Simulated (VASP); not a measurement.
Given:

```yaml
crystal:
  lattice:
    - [0.00000, 2.96987, 2.96987]
    - [2.96987, 0.00000, 2.96987]
    - [2.96987, 2.96987, 0.00000]
  atoms:
    - { symbol: Pb, position: [0.00000, 0.00000, 0.00000] }
    - { symbol: F, position: [0.25000, 0.25000, 0.25000] }
    - { symbol: F, position: [0.75000, 0.75000, 0.75000] }
```

Calculation: rev-vdW-DF2, VASP's PBE PAW potentials (set 64) (plane waves; VASP). Run with 520 eV cut-off, 6×6×6 Γ-centred mesh, Gaussian smearing of 0.050 eV, potentials Pb_d F.

Problem. What does the run give for the energy per atom (σ→0)?

Solution. 
```json
{
 "energy per atom (σ→0)": "-2761 meV/atom"
}
```

Total energies compare only between runs with the same potentials, cut-off and functional.

The compound is PbF2 in the fluorite structure, the β form. The cell was not relaxed at this level. The start is the result of an earlier pass.
